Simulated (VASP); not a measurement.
All values below come from r2SCAN+rVV10, VASP's PBE PAW potentials (set 64) (plane waves; VASP 6.6.1).

The input files of a VASP run:

### INCAR
```
! general
SYSTEM    =  Co
PREC      =  Accurate
ENCUT     =  520
LREAL     =  .FALSE.
LASPH     =  .TRUE.

! electronic loop
EDIFF     =  1E-7
NELM      =  100
ALGO      =  Normal
LMAXMIX   =  4
LMIXTAU   =  .TRUE.

! smearing
ISMEAR    =  -5

! functional
METAGGA   =  R2SCAN
LUSE_VDW  =  .TRUE.
BPARAM    =  11.95
CPARAM    =  0.0093

! spin
ISPIN     =  2
MAGMOM    =  1.7 1.7

! ions
ISIF      =  2

! output
LWAVE     =  .FALSE.
LCHARG    =  .FALSE.
LORBIT    =  11
NEDOS     =  601
```

File KPOINTS_OPT:
```
k-points along high-symmetry lines
6
Line-mode
Reciprocal
  0.000000   0.000000   0.000000 ! GAMMA
 -0.000000   0.500000   0.000000 ! M

 -0.000000   0.500000   0.000000 ! M
 -0.333333   0.666667   0.000000 ! K

 -0.333333   0.666667   0.000000 ! K
  0.000000   0.000000   0.000000 ! GAMMA

  0.000000   0.000000   0.000000 ! GAMMA
  0.000000   0.000000   0.500000 ! A

  0.000000   0.000000   0.500000 ! A
 -0.000000   0.500000   0.500000 ! L

 -0.000000   0.500000   0.500000 ! L
 -0.333333   0.666667   0.500000 ! H

 -0.333333   0.666667   0.500000 ! H
  0.000000   0.000000   0.500000 ! A

 -0.000000   0.500000   0.500000 ! L
 -0.000000   0.500000   0.000000 ! M

 -0.333333   0.666667   0.500000 ! H
 -0.333333   0.666667   0.000000 ! K
```

**POSCAR**
```
Co
1
    1.2287567591    -2.1282693586    -0.0000000000
    1.2287567591     2.1282693586    -0.0000000000
   -0.0000000000     0.0000000000     4.0066898273
Co
2
Direct
  0.3333330000   0.6666670000   0.2500000000
  0.6666670000   0.3333330000   0.7500000000
```

### KPOINTS
```
kpoints
0
Gamma
 19 19 10
```

POTCAR, in this order: Co (PBE.64 set). Program: vasp_std.

The resulting files:

File OSZICAR:
```
       N       E                     dE             d eps       ncg     rms          rms(c)
DAV:   1     0.689227635006E+02    0.68923E+02   -0.86495E+03 14712   0.166E+03
DAV:   2    -0.286663162504E+02   -0.97589E+02   -0.90400E+02 14449   0.265E+02
DAV:   3    -0.311352151754E+02   -0.24689E+01   -0.24199E+01 16829   0.601E+01
DAV:   4    -0.311760250006E+02   -0.40810E-01   -0.40789E-01 21354   0.577E+00
DAV:   5    -0.311762880154E+02   -0.26301E-03   -0.26264E-03 17406   0.486E-01    0.183E+01
DAV:   6    -0.267908616133E+02    0.43854E+01   -0.23567E+01 16101   0.102E+02    0.102E+01
DAV:   7    -0.260207986318E+02    0.77006E+00   -0.27825E+00 17158   0.334E+01    0.541E+00
DAV:   8    -0.260423834739E+02   -0.21585E-01   -0.84309E-02 19672   0.281E+00    0.219E+00
DAV:   9    -0.260205449554E+02    0.21839E-01   -0.18391E-02 19286   0.214E+00    0.739E-01
DAV:  10    -0.260178491574E+02    0.26958E-02   -0.11874E-02 18897   0.196E+00    0.231E-01
DAV:  11    -0.260177711095E+02    0.78048E-04   -0.93319E-04 16565   0.516E-01    0.134E-01
DAV:  12    -0.260178367691E+02   -0.65660E-04   -0.33142E-05 20696   0.868E-02    0.729E-02
DAV:  13    -0.260178681798E+02   -0.31411E-04   -0.30104E-05 18623   0.778E-02    0.173E-02
DAV:  14    -0.260178739703E+02   -0.57905E-05   -0.53378E-06 15758   0.308E-02    0.835E-03
DAV:  15    -0.260178754207E+02   -0.14505E-05   -0.30793E-07 17866   0.989E-03    0.222E-03
DAV:  16    -0.260178755886E+02   -0.16787E-06   -0.13263E-07 10235   0.529E-03    0.156E-03
DAV:  17    -0.260178761218E+02   -0.53323E-06   -0.44714E-08  7852   0.301E-03    0.407E-04
DAV:  18    -0.260178758247E+02    0.29716E-06   -0.89868E-09  7683   0.124E-03    0.146E-04
DAV:  19    -0.260178758726E+02   -0.47932E-07   -0.18762E-09  7613   0.572E-04
   1 F= -.26017876E+02 E0= -.26017876E+02  d E =0.000000E+00  mag=     3.4451
       N       E                     dE             ncg
```

### OUTCAR
```
------------------------ aborting loop because EDIFF is reached ----------------------------------------
  FORCE on cell =-STRESS in cart. coord.  units (eV):
  Direction    XX          YY          ZZ          XY          YZ          ZX
  --------------------------------------------------------------------------------------
  Total        0.1947591      0.1947591     -0.0093390      0.0000000     -0.0000000      0.0000000
  in kB       14.8901847     14.8901878     -0.7140104      0.0000000     -0.0000000      0.0000000
  external PRESSURE =       9.6887874 kB  Pullay stress =       0.0000000 kB
  volume of cell :       20.96
      direct lattice vectors                 reciprocal lattice vectors
     1.228756759 -2.128269359  0.000000000     0.406915361 -0.234932669  0.000000000
     1.228756759  2.128269359  0.000000000     0.406915361  0.234932669  0.000000000
     0.000000000  0.000000000  4.006689827     0.000000000  0.000000000  0.249582584
 POSITION                                       TOTAL-FORCE (eV/Angst)
 -----------------------------------------------------------------------------------
      1.22876      0.70942      1.00167        -0.000000     -0.000000      0.000000
      1.22876     -0.70942      3.00502         0.000000      0.000000      0.000000
 -----------------------------------------------------------------------------------
    total drift:                                0.000000     -0.000007     -0.000027
  FREE ENERGIE OF THE ION-ELECTRON SYSTEM (eV)
  ---------------------------------------------------
  free  energy   TOTEN  =       -26.0178758726 eV

  energy  without entropy=      -26.0178758726  energy(sigma->0) =      -26.01787587

 total charge

# of ion       s       p       d       tot
------------------------------------------
    1        0.525   0.593   7.248   8.365
    2        0.525   0.593   7.248   8.365
--------------------------------------------------
tot          1.050   1.185  14.495  16.731

 magnetization (x)

# of ion       s       p       d       tot
------------------------------------------
    1       -0.013  -0.088   1.881   1.780
    2       -0.013  -0.088   1.881   1.780
--------------------------------------------------
tot         -0.026  -0.177   3.763   3.560
```
(Selected blocks of OUTCAR.)

**OUTCAR**
```
 val. band max:       10.8445633828   @ k =   0.4737   0.0526   0.3000

 cond. band min:      10.5991662999   @ k =   0.3158   0.0526   0.5000


 Fermi energy:        10.8188415705

 spin component 1

 k-point     1 :       0.0000    0.0000    0.0000
  band No.  band energies     occupation
      1       1.2401      1.00000
      2       4.8809      1.00000
      3       7.3637      1.00000
      4       7.4263      1.00000
      5       7.4265      1.00000
      6       7.7391      1.00000
      7       7.7392      1.00000
      8       8.1086      1.00000
      9       8.1086      1.00000
     10       9.2283      1.00000
     11       9.2283      1.00000
     12      10.4533      1.08999
     13      17.1778      0.00000
     14      33.9040      0.00000
     15      36.8826      0.00000

 k-point     2 :       0.0526    0.0000    0.0000
  band No.  band energies     occupation
      1       1.3442      1.00000
      2       4.9425      1.00000
      3       7.2604      1.00000
      4       7.4746      1.00000
      5       7.5177      1.00000
      6       7.7160      1.00000
      7       7.7821      1.00000
      8       8.0587      1.00000
      9       8.0785      1.00000
     10       8.8424      1.00000
     11       9.2409      1.00000
     12      10.9584      0.25598
     13      17.1972      0.00000
     14      33.1526      0.00000
     15      35.1268      0.00000

 k-point     3 :       0.1053    0.0000    0.0000
  band No.  band energies     occupation
      1       1.6518      1.00000
      2       5.1149      1.00000
      3       7.1045      1.00000
      4       7.6019      1.00000
      5       7.6160      1.00000
      6       7.7004      1.00000
      7       7.8302      1.00000
      8       7.9076      1.00000
      9       7.9958      1.00000
     10       8.3503      1.00000
     11       9.2733      1.00000
     12      11.8889     -0.01558
     13      17.2595      0.00000
...
```

For a metal the tetrahedron method with Blöchl corrections gives inexact stress and forces.

The compound is Co in the hcp structure. It was relaxed first, which changed the volume by -6 %.
